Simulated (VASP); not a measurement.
**TbCu (space group Pm-3m): computed properties**

Level of theory: PBEsol GGA, VASP's PBE PAW potentials (set 64) (plane waves; VASP 6.6.1).

For TbCu, the space group is Pm-3m (221) and the cell is a = 3.4245 Å, b = 3.4245 Å, c = 3.4245 Å, α = 90.00°, β = 90.00°, γ = 90.00°. The volume per atom comes out as 20.08 Å³/atom and the band gap (over mesh and band path) comes out as none (metal, semimetal or under 0.01 eV). The density is 9.20 g/cm³.

```xyz
2
Lattice="3.4245 0.0000 0.0000 0.0000 3.4245 0.0000 0.0000 0.0000 3.4245" Properties=species:S:1:pos:R:3 pbc="T T T"
Tb     1.7122     1.7122     1.7122
Cu     0.0000     0.0000     0.0000
```

The 4f electrons are frozen in the core of the lanthanide potential, so 4f levels, which can set the real gap, and their magnetism are missing.

The structure comes from a computed database's TbCu entry (Pm-3m); how it stands against other phases isn't given here. It was relaxed first. Symmetry was kept, so distortions that lower it aren't found.
